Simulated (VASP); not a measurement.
# P under strain, part 3 of 4

How does the pressure of P answer to a change of volume? The bands are shown for each cell. All runs use LDA. Left out of this account: at least 1 further run (fields: a reference on another mesh). The start is a computed cell from the Materials Project.

VASP 6.6.1; LDA; plane waves and PAW (P).

So far, pressure (GPa): step 2 (bands, cell as listed) -3.13; step 3 (cell volume +4.0 %) -6.31; step 4 (cell volume +8.0 %) -8.91.

The starting crystal is not the ambient structure of P (space group No. 64); it is a model or a phase of other conditions.

## 5. Bands, sheared, principal strains -2.2, -1.7, +4.0 %

The first cell is sheared at its own volume, which lowers its symmetry.

INCAR

```
SYSTEM = P
PREC = Accurate
ENCUT = 400
EDIFF = 1E-06
NELM = 100
ISMEAR = -1
SIGMA = 0.05
LREAL = .FALSE.
ALGO = Normal
GGA = CA
NBANDS = 17
LORBIT = 11
LWAVE = .FALSE.
LCHARG = .FALSE.
KPAR = 2
```

POSCAR

```
P
1.0
    1.6832040000      0.9763350000      3.0674860000
   -1.7168030000      0.9259650000      3.1020490000
   -0.0604210000     -2.1080470000      3.1502680000
P
2
Direct
    0.2270802500      0.2270802500      0.2270802500
    0.7729197500      0.7729197500      0.7729197500
```

KPOINTS

```
Automatic mesh
0
Gamma
13 13 13
0 0 0
```

KPOINTS_OPT

```
Line mode
16
Line-mode
Reciprocal
 -0.50000000  -0.50000000  -0.50000000 X
  0.00000000   0.00000000   0.00000000 GAMMA

  0.00000000   0.00000000   0.00000000 GAMMA
  0.00000000   0.00000000   0.50000000 Y

 -0.50000000  -0.50000000   0.00000000 L
  0.00000000   0.00000000   0.00000000 GAMMA

  0.00000000   0.00000000   0.00000000 GAMMA
  0.00000000   0.50000000   0.00000000 Z

 -0.50000000   0.00000000  -0.50000000 N
  0.00000000   0.00000000   0.00000000 GAMMA

  0.00000000   0.00000000   0.00000000 GAMMA
  0.00000000   0.50000000   0.50000000 M

 -0.50000000   0.00000000   0.00000000 R
  0.00000000   0.00000000   0.00000000 GAMMA
```

PAW data sets: P (LDA family, release 64).

On the command line:

```sh
mpirun -np 2 vasp_std
```

The log of the run:

```text
[... set-up lines as in an earlier step ...]
 entering main loop
       N       E                     dE             d eps       ncg     rms          rms(c)
DAV:   1     0.159536267726E+02    0.15954E+02   -0.36572E+03 37470   0.412E+02
DAV:   2    -0.112747788883E+02   -0.27228E+02   -0.25947E+02 50774   0.893E+01
DAV:   3    -0.121366648697E+02   -0.86189E+00   -0.85816E+00 45779   0.140E+01
DAV:   4    -0.121404708965E+02   -0.38060E-02   -0.38054E-02 50242   0.115E+00
DAV:   5    -0.121404909208E+02   -0.20024E-04   -0.20023E-04 46895   0.816E-02    0.704E+00
DAV:   6    -0.120957379791E+02    0.44753E-01   -0.10060E-02 47721   0.431E-01    0.418E+00
DAV:   7    -0.120725860681E+02    0.23152E-01   -0.20487E-02 46752   0.636E-01    0.104E-01
DAV:   8    -0.120725350324E+02    0.51036E-04   -0.15440E-03 42483   0.197E-01    0.609E-02
DAV:   9    -0.120725389612E+02   -0.39287E-05   -0.52898E-05 51547   0.376E-02    0.375E-02
DAV:  10    -0.120725407957E+02   -0.18346E-05   -0.39963E-06 44585   0.887E-03    0.532E-03
DAV:  11    -0.120725407826E+02    0.13113E-07   -0.35078E-07 23350   0.296E-03
   1 F= -.12072541E+02 E0= -.12071320E+02  d E =-.244094E-02
 Start KPOINTS_OPT (optional k-point list driver)
k-point batch [1-112\112]
       N       E                     dE             ncg
DAV:   1     0.203733076052E+05   -0.12451E+05     3824
DAV:   2     0.173167810577E+05   -0.30565E+04     5016
DAV:   3     0.172036905748E+05   -0.11309E+03     4456
DAV:   4     0.172032145882E+05   -0.47599E+00     5172
DAV:   5     0.172032121450E+05   -0.24432E-02     4726
DAV:   6     0.172032121262E+05   -0.18820E-04     5085
DAV:   7     0.172032121260E+05   -0.15426E-06     3794
```

Elapsed: 69 s, on 2 MPI ranks of Intel Xeon Platinum 8559C (Emerald Rapids), shared host; peak memory 1.1 GiB; 2.2 min of CPU time.

From OUTCAR (step 5):

```text
   k-points           NKPTS =   1099   k-points in BZ     NKDIM =   1099   number of bands    NBANDS=     17

   ENCUT  =  400.0 eV  29.40 Ry    5.42 a.u.   5.92  5.98  6.18*2*pi/ulx,y,z

   NELECT =      10.0000    total number of electrons

 E-fermi :   8.6995

 k-point     1 :       0.0000    0.0000    0.0000
  band No.  band energies     occupation
      1      -7.5754      2.00000
      2       5.3226      2.00000
      3       5.5079      2.00000
      4       5.8434      2.00000
      5       6.4727      2.00000
      6      10.0638      0.00000
      7      11.1748      0.00000
      8      11.8928      0.00000
      9      14.4736      0.00000
     10      14.8896      0.00000
    ...

  Total       -0.4353668     -0.8978029     -0.6671181     -0.4504383      0.5277602      0.5788209
  in kB      -21.6038955    -44.5510309    -33.1039251    -22.3517783     26.1886658     28.7224136
  external PRESSURE =     -33.0862838 kB  Pullay stress =       0.0000000 kB

 POSITION                                       TOTAL-FORCE (eV/Angst)
 -----------------------------------------------------------------------------------
     -0.02135     -0.04672      2.11634         0.120310      0.166557      0.217563
     -0.07267     -0.15903      7.20346        -0.120310     -0.166557     -0.217563
 -----------------------------------------------------------------------------------
    total drift:                                0.000000     -0.000000      0.000000

  FREE ENERGIE OF THE ION-ELECTRON SYSTEM (eV)
  ---------------------------------------------------
  free  energy   TOTEN  =       -12.0725407826 eV

  energy  without entropy=      -12.0700998467  energy(sigma->0) =      -12.07132031

[... 15 further parts left out ...]
```

The path and its labels are those of the sheared lattice, so a letter need not mean the same point as in the unstrained cell.

This step gave:

```
SCF cycles              : 11
irreducible k-points    : 1099
symmetry operations     : 2
free energy (TOTEN)     : -12.07 eV
energy at zero smearing : -12.07 eV
Fermi energy            : 8.700 eV
pressure                : -3.309 GPa
```

The electronic bands at the labelled points (eV, zero at the Fermi level; # counts the bands kept in this run, so #1 is VASP's band 2):

```csv
point,#1,#2,#3,#4,#5,#6,#7,#8
X,-10.66,-2.86,-2.45,-0.26,-0.19,0.59,2.40,8.74
0.53 of the way,-7.60,-3.07,-2.42,-0.19,1.07,1.58,2.25,6.22
Γ,-3.38,-3.19,-2.86,-2.23,1.36,2.48,3.19,5.77
0.53 of the way,-8.36,-3.05,-2.87,-0.91,1.30,1.95,2.17,5.86
Y,-11.89,-3.28,-2.79,-0.39,0.33,0.76,1.07,8.51
jump to L,-9.90,-6.81,-5.54,-4.80,0.36,6.06,8.00,8.74
0.47 of the way,-7.39,-5.45,-3.98,-2.81,1.21,3.81,4.52,6.15
Γ,-3.38,-3.19,-2.86,-2.23,1.36,2.48,3.19,5.77
0.47 of the way,-7.16,-3.45,-3.21,-1.27,0.98,1.89,2.38,5.37
Z,-11.68,-3.95,-3.04,-0.69,-0.64,0.31,0.60,9.41
jump to N,-9.95,-6.68,-5.61,-4.92,0.10,5.94,7.61,8.35
0.47 of the way,-7.29,-5.09,-4.60,-2.58,1.00,3.64,4.60,5.90
Γ,-3.38,-3.19,-2.86,-2.23,1.36,2.48,3.19,5.77
0.47 of the way,-6.48,-4.78,-4.23,-2.33,1.20,2.75,4.77,5.93
M,-9.63,-6.37,-5.28,-4.96,0.21,6.36,7.60,7.94
jump to R,-11.54,-3.70,-3.41,-0.44,-0.16,0.28,0.76,9.57
0.47 of the way,-7.92,-3.53,-3.22,-0.95,1.23,1.43,1.80,5.81
Γ,-3.38,-3.19,-2.86,-2.23,1.36,2.48,3.19,5.77
```

The electronic bands as a text plot (rows in eV, shown from -8.0 to 5.9 only):

```
    5.6 |    ******     ***    **  *     ** ** ***    *      ****
    5.0 |        * *      * **   ***       *  *   *****       **
    4.4 |         *        *  *            **      *
    3.9 |                  ***               *    *
    3.3 |      ***            *****           * **   *         **
    2.7 | **  ******           *** *        *  **   *         ***
    2.1 |*  ***    **       ***   ***        **  * *         **
    1.5 |   **********      ******* **       ******         ** **
    1.0 | ***       ****  **       ****    **      ***    ***
    0.4 |* *         *****           ******           ******
   -0.2 |****         **              *                   *
   -0.8 |    *      **       *       ***      *           ***
   -1.3 |     *   **        * *    **        *    **         **
   -1.9 |      * *              ***         *  * *             *
   -2.5 |***********          **               **   *          **
   -3.1 |***************   * * *********   *  *****  *      *****
   -3.7 |      **           * ***   ****      * ** *      ***** *
   -4.2 |                 ** *            * ** *   ****
   -4.8 |     *  *      **  * *  *      ** **     * * ****     *
   -5.4 |               *  *      *     ****  *    * * ***
   -6.0 |                 *  *            *           **      *
   -6.6 |    *    *     **  *      *    **   *      *   **
   -7.1 |                  *                *        *       *
   -7.7 |          *                *      *          *
         X      Γ     Y|L       Γ     Z|N       Γ       M|R     Γ
```

Force by atom:

```csv
atom,x (eV/Å),y (eV/Å),z (eV/Å),size
P1,0.120,0.167,0.218,0.299
P2,-0.120,-0.167,-0.218,0.299
```

 The pressure is -3.31 GPa, and the symmetry operations fall from 12 to 2.

## 6. Bands, volume times 0.96

The cell is compressed evenly, with fractional positions held.

INCAR is that of step 5.

POSCAR

```
P
1.0
    1.7024017084      0.9828820846      3.0873818539
   -1.7024017084      0.9828820846      3.0873818539
    0.0000000000     -1.9657641692      3.0873818539
P
2
Direct
    0.2270802500      0.2270802500      0.2270802500
    0.7729197500      0.7729197500      0.7729197500
```

KPOINTS is that of step 5.

KPOINTS_OPT

```
Line mode
16
Line-mode
Reciprocal
  0.00000000   0.00000000   0.00000000 GAMMA
  0.50000000   0.00000000   0.00000000 L

  0.50000000   0.00000000   0.00000000 L
  0.50000000   0.23423308  -0.23423308 B1

  0.76576692   0.50000000   0.23423308 B
  0.50000000   0.50000000   0.50000000 Z

  0.50000000   0.50000000   0.50000000 Z
  0.00000000   0.00000000   0.00000000 GAMMA

  0.00000000   0.00000000   0.00000000 GAMMA
  0.36711654   0.00000000  -0.36711654 X

  0.63288346   0.36711654   0.00000000 Q
  0.50000000   0.50000000   0.00000000 F

  0.50000000   0.50000000   0.00000000 F
  0.63288346   0.63288346   0.23423308 P1

  0.63288346   0.63288346   0.23423308 P1
  0.50000000   0.50000000   0.50000000 Z

  0.50000000   0.00000000   0.00000000 L
  0.76576692   0.36711654   0.36711654 P
```

On the command line:

```sh
mpirun -np 2 vasp_std
```

The log of the run:

```text
[... set-up lines as in an earlier step ...]
 entering main loop
       N       E                     dE             d eps       ncg     rms          rms(c)
DAV:   1     0.158684987666E+02    0.15868E+02   -0.36620E+03  7870   0.412E+02
DAV:   2    -0.113366821527E+02   -0.27205E+02   -0.25935E+02 10632   0.902E+01
DAV:   3    -0.121823600548E+02   -0.84568E+00   -0.84203E+00  9601   0.138E+01
DAV:   4    -0.121859299254E+02   -0.35699E-02   -0.35694E-02 10599   0.110E+00
DAV:   5    -0.121859471020E+02   -0.17177E-04   -0.17175E-04  9686   0.755E-02    0.754E+00
DAV:   6    -0.121352406995E+02    0.50706E-01   -0.12216E-02 10142   0.468E-01    0.447E+00
DAV:   7    -0.121095995178E+02    0.25641E-01   -0.23683E-02  9898   0.674E-01    0.109E-01
DAV:   8    -0.121094882285E+02    0.11129E-03   -0.16432E-03  9036   0.203E-01    0.578E-02
DAV:   9    -0.121094926213E+02   -0.43928E-05   -0.60698E-05 10512   0.399E-02    0.393E-02
DAV:  10    -0.121094942089E+02   -0.15877E-05   -0.42603E-06  9435   0.904E-03    0.762E-03
DAV:  11    -0.121094942009E+02    0.80047E-08   -0.38532E-07  4911   0.319E-03
   1 F= -.12109494E+02 E0= -.12107912E+02  d E =-.316536E-02
 Start KPOINTS_OPT (optional k-point list driver)
k-point batch [1-144\144]
       N       E                     dE             ncg
DAV:   1     0.847911895471E+04   -0.34088E+05     4912
DAV:   2     0.451509548861E+04   -0.39640E+04     6767
DAV:   3     0.438644276445E+04   -0.12865E+03     5909
DAV:   4     0.438590624830E+04   -0.53652E+00     6417
DAV:   5     0.438590358701E+04   -0.26613E-02     6058
DAV:   6     0.438590356822E+04   -0.18792E-04     6338
DAV:   7     0.438590356807E+04   -0.14852E-06     4948
```

It took 16 s on 2 MPI ranks; peak memory 0.38 GiB; 30 s of CPU time.

OUTCAR, selected parts (step 6):

```text
   ENCUT  =  400.0 eV  29.40 Ry    5.42 a.u.   5.97  5.97  5.97*2*pi/ulx,y,z

   NELECT =      10.0000    total number of electrons

 E-fermi :   9.4498

 k-point     1 :       0.0000    0.0000    0.0000
  band No.  band energies     occupation
      1      -7.4272      2.00000
      2       6.1335      2.00000
      3       6.2124      2.00000
      4       6.5076      2.00000
      5       6.5076      2.00000
      6      10.7867      0.00000
      7      12.1012      0.00000
      8      12.1012      0.00000
      9      15.2529      0.00000
     10      15.2529      0.00000
    ...

  Total        0.2200101      0.2200101     -0.1766329      0.0000000      0.0000000      0.0000000
  in kB       11.3722950     11.3722950     -9.1301352      0.0000000      0.0000000      0.0000000
  external PRESSURE =       4.5381516 kB  Pullay stress =       0.0000000 kB

 POSITION                                       TOTAL-FORCE (eV/Angst)
 -----------------------------------------------------------------------------------
      0.00000      0.00000      2.10325         0.000000     -0.000000      0.473646
      0.00000      0.00000      7.15890         0.000000      0.000000     -0.473646
 -----------------------------------------------------------------------------------
    total drift:                                0.000000     -0.000000      0.000000

  FREE ENERGIE OF THE ION-ELECTRON SYSTEM (eV)
  ---------------------------------------------------
  free  energy   TOTEN  =       -12.1094942009 eV

  energy  without entropy=      -12.1063288386  energy(sigma->0) =      -12.10791152

[... 3 parts as in an earlier step ...]

[... 13 further parts left out ...]
```

Numbers from this step:

```
irreducible k-points    : 231
symmetry operations     : 12
free energy (TOTEN)     : -12.11 eV
energy at zero smearing : -12.11 eV
Fermi energy            : 9.450 eV
pressure                : 0.4538 GPa
```

Electronic bands along the path, in eV, zero at the Fermi level; # counts the bands kept in this run, so #1 is VASP's band 2:

```
          point      #1     #2     #3     #4     #5    #6    #7    #8
              Γ   -3.32  -3.24  -2.94  -2.94   1.34  2.65  2.65  5.80
0.47 of the way   -7.59  -3.55  -3.49  -1.31   1.37  1.81  1.93  5.46
              L  -12.14  -3.96  -3.47  -0.74  -0.19  0.21  0.50  8.79
0.47 of the way  -11.88  -6.56  -3.83  -2.90   0.16  3.30  3.94  7.73
             B1  -11.00  -7.80  -7.20  -1.61   1.19  4.76  4.83  7.41
      jump to B  -11.00  -7.80  -7.20  -1.61   1.19  4.76  4.83  7.41
0.47 of the way  -10.44  -6.75  -5.42  -0.74   0.62  4.35  4.49  7.19
              Z  -11.15  -2.88  -2.88  -0.18  -0.18  0.26  2.50  8.74
0.53 of the way   -8.00  -2.97  -2.97   0.05   1.19  1.19  2.03  6.45
              Γ   -3.32  -3.24  -2.94  -2.94   1.34  2.65  2.65  5.80
0.47 of the way   -8.10  -5.25  -2.36  -2.01   0.72  1.25  3.36  4.04
              X  -11.36  -8.18  -4.83  -4.34   3.33  4.00  4.17  7.29
      jump to Q  -11.36  -8.18  -4.83  -4.34   3.33  4.00  4.17  7.29
0.47 of the way  -10.44  -7.81  -5.37  -5.04   1.20  5.53  5.57  8.31
              F  -10.26  -6.90  -5.58  -5.58  -0.18  6.37  7.73  8.67
0.47 of the way  -10.34  -7.54  -5.48  -4.80   0.22  5.40  7.36  8.39
             P1  -10.64  -8.03  -5.13  -3.60   1.47  3.71  6.54  7.55
0.47 of the way  -10.60  -6.48  -4.18  -1.99   1.85  2.87  5.06  6.63
              Z  -11.15  -2.88  -2.88  -0.18  -0.18  0.26  2.50  8.74
      jump to L  -12.14  -3.96  -3.47  -0.74  -0.19  0.21  0.50  8.79
0.53 of the way  -11.70  -6.12  -4.52  -2.39   1.73  1.75  3.53  6.17
              P  -10.64  -8.03  -5.13  -3.60   1.47  3.71  6.54  7.55
```

The electronic bands as a text plot (rows in eV, shown from -8.0 to 5.7 only; labels by their first letter):

```
    5.4 |****        **               * *   *** *   *          *
    4.8 | *           ****             *   *    *       *
    4.3 |  *        *   ****           ** **   *         *
    3.7 |          *       **            **   **     *        * *
    3.1 |                    *         * *     *      * * *
    2.6 |***      **          ***   *****    **        * * *   *
    2.0 | ***               *    ***   **   *   *     * *    ***
    1.4 |*  **    *    **         *****  *** *       *   *      *
    0.8 |    *** *   **  **  *   *       *  *    *        * **
    0.3 |     ***  **      ** ****        **        *     ***
   -0.3 |       ***         ****  *               **       *
   -0.9 |     ****      ****       *                      * *
   -1.4 |  ***         *                                 *
   -2.0 | *       *   *             *  ****             *    *
   -2.6 |*          **                * ****           *      *
   -3.2 |***     ***         ***********    **        *   **   *
   -3.7 |* ******           **        ***    *       *   ** *   *
   -4.3 |        *  *      *                  **        *    **
   -4.9 | *                 *       *  * *     **   * **     * **
   -5.4 |         *  *    *                     ******   *
   -6.0 |  *       *     * *       *    * **                  *
   -6.6 |             *   *                             *
   -7.1 |           *   *         *      *  *     **           *
   -7.7 |   *        *****                   *   *  *  *        *
         Γ       L    B|B     Z      Γ        X|Q F  P    Z|L   P
```

Force by atom:

```
atom  x (eV/Å)  y (eV/Å)  z (eV/Å)   size
  P1     0.000     0.000     0.474  0.474
  P2     0.000     0.000    -0.474  0.474
```

 The pressure is 0.45 GPa.

Of the bands kept, 3 cross the Fermi level on this path.

[end of part 3 of 4]

[Lines on the potential files, build, host, timing and source positions are cut from VASP's logs without a mark.]

[Logs are printed without paths, hosts, clocks, repeated set-up lines and the standing remarks that a program may print on its own settings, such as how far it seeks lower states.]

[Hosts, paths, dates, database ids (printed as entryN), source tags and the programs' standing remarks are cut or masked in the printed files.]

[A measured line is paired with the nearest computed mode of its activity, which favours agreement.]

[In band tables of VASP the shares of atoms and orbitals are scaled to a sum of 1 inside the atoms' spheres.]
